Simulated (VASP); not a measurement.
## ZnBi3 under changes of volume

One of the cells (29.510 Å³/atom); the others are scaled copies at fixed shape and fractional positions:

```
CELL_PARAMETERS angstrom
4.90544 0.00000 0.00000
0.00000 4.90544 0.00000
0.00000 0.00000 4.90544
ATOMIC_POSITIONS crystal
Bi 0.50000 0.50000 0.00000
Bi 0.50000 0.00000 0.50000
Bi 0.00000 0.50000 0.50000
Zn 0.00000 0.00000 0.00000
```

The cell comes from a database or a generator and needn't be the stable form of this composition.

- Program: VASP 6.6.1
- Functional: PBE
- Potentials or basis: VASP PAW PBE potentials, release 64 (Bi_d, Zn)
- Cutoff: 520 eV
- k mesh: 6 × 6 × 6
- Occupations: fermi-dirac, width 0.05 eV
- Spin: no spin polarisation

```csv
volume (Å³/atom),energy over the lowest point (meV/atom),pressure (GPa)
27.196,15.73,3.4
27.774,5.61,2.1
28.353,0.00,0.9
29.510,?,?
30.089,5.48,-1.8
30.668,13.37,-2.6
```

Q: What does the run at 29.510 Å³/atom give?

A: Energy over the lowest point 0.37 meV/atom; pressure -1.0 GPa.

Worked out: A Birch-Murnaghan fit of order 3 (a polynomial in V^(-2/3)) to the other rows has its minimum at 28.89 Å³/atom with B0 = V·E''(V) = 49 GPa and B' = 5.1. It gives 0.37 meV/atom at 29.510 Å³/atom, against the run's 0.37, and -dE/dV = -1.0 GPa, against -1.0.

Energies are extrapolated to zero smearing.
